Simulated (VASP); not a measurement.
In4Sb3As:

```
In Sb As
1.0
    -3.25085    3.25085    0.00000
    -3.25085   -6.50170    3.25085
     3.25085    3.25085    6.50170
In Sb As
4 3 1
Direct
  0.18750 0.37500 0.06250
  0.93750 0.87500 0.31250
  0.68750 0.37500 0.56250
  0.43750 0.87500 0.81250
  0.00000 0.00000 0.00000
  0.75000 0.50000 0.25000
  0.50000 0.00000 0.50000
  0.25000 0.50000 0.75000
```

The cell comes from a database or a generator and needn't be the stable form of this composition.

* Program: VASP 6.6.1
* Task: relaxation of cell and atoms
* Functional: PBEsol
* Potentials or basis: VASP PAW PBE potentials, release 64 (In_d, Sb, As)
* Cutoff: 600 eV
* k mesh: 3 × 3 × 2
* Occupations: gaussian, width 0.02 eV
* Spin: no spin polarisation

At the start: pressure -1.1 GPa; volume 34.36 Å³/atom.

Question: Where does the relaxation end?

Answer: Over 19 steps the energy falls by 30.0 meV/atom and the volume is 33.17 Å³/atom (-3.5 %); space group Cm (No. 8, to 0.05 Å).

The path:
| step | energy change (eV) | largest force (eV/Å) | pressure (GPa) | volume (Å³) |
| --- | --- | --- | --- | --- |
| 1 | 0.0000 | 0.8458 | -1.13 | 274.84 |
| 2 | -0.1250 | 0.6880 | 0.24 | 265.32 |
| 3 | -0.1406 | 0.6078 | 1.03 | 260.68 |
| 4 | -0.2171 | 0.2475 | 0.43 | 263.32 |
| 5 | -0.2243 | 0.2462 | 0.21 | 264.42 |
| 6 | -0.2336 | 0.1378 | -0.15 | 266.41 |
| 7 | -0.2340 | 0.1112 | -0.24 | 266.91 |
| 8 | -0.2374 | 0.0878 | 0.01 | 265.33 |
| 9 | -0.2375 | 0.0900 | 0.03 | 265.17 |
| 10 | -0.2384 | 0.0612 | 0.02 | 265.23 |
| 11 | -0.2390 | 0.0575 | -0.01 | 265.35 |
| 12 | -0.2394 | 0.0316 | 0.00 | 265.23 |
| 13 | -0.2395 | 0.0394 | 0.01 | 265.19 |
| 14 | -0.2398 | 0.0386 | 0.01 | 265.18 |
| 15 | -0.2400 | 0.0379 | 0.01 | 265.18 |
| 16 | -0.2399 | 0.0510 | 0.01 | 265.17 |
| 17 | -0.2400 | 0.0378 | 0.01 | 265.18 |
| 18 | -0.2403 | 0.0217 | 0.01 | 265.27 |
| 19 | -0.2403 | 0.0085 | 0.00 | 265.36 |

Final structure:
```xyz
8
Lattice="-3.2852 3.2852 0.0000 -3.1959 -6.4811 3.1534 3.2089 3.2089 6.2556" Properties=species:S:1:pos:R:3 pbc="T T T"
In   -1.6786   -1.6786    1.5169
In   -4.8952   -1.6100    4.7426
In   -1.6508    1.6344    4.8364
In   -1.5232   -1.5232    7.7682
Sb   -3.2904   -0.0052    9.3555
Sb   -3.2650    0.0201    3.1413
Sb   -0.0392    3.2459    3.1789
As   -0.0061   -0.0061    6.2370
```

Caveat: the k mesh is coarse (spacing up to 0.48 Å⁻¹), so the values aren't converged; the PAW data sets were made with another functional, which shifts forces and pressure a little.
